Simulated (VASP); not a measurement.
```
As
1.0
    3.74870    -1.91938    -0.00270
    3.74870     1.91938    -0.00270
    2.76824     0.00000     3.17389
As
2
Direct
  0.22709   0.22709   0.22709
  0.77291   0.77291   0.77291
```

Method: PBE GGA, VASP's PBE PAW potentials (set 64) (plane waves; VASP 6.6.1). Run with 480 eV cut-off, 10×10×10 Γ-centred mesh, first-order Methfessel-Paxton smearing of 0.10 eV, potentials As.

### Question
Which forces act on the atoms, in eV/Å?

### Answer

```json
[
 {"atom": "As1", "Fx": "-0.093", "Fy": "0.000", "Fz": "-0.029"},
 {"atom": "As2", "Fx": "0.093", "Fy": "0.000", "Fz": "0.029"}
]
```

### Question
Give the stress tensor in GPa (positive for a compressed cell).

### Answer

```
-0.74   0.00   0.12
 0.00  -1.13   0.00
 0.12   0.00  -1.09
```
The pressure is its mean diagonal, -0.99 GPa.

The compound is As in the a7 structure. This cell was strained or had an atom moved on purpose.
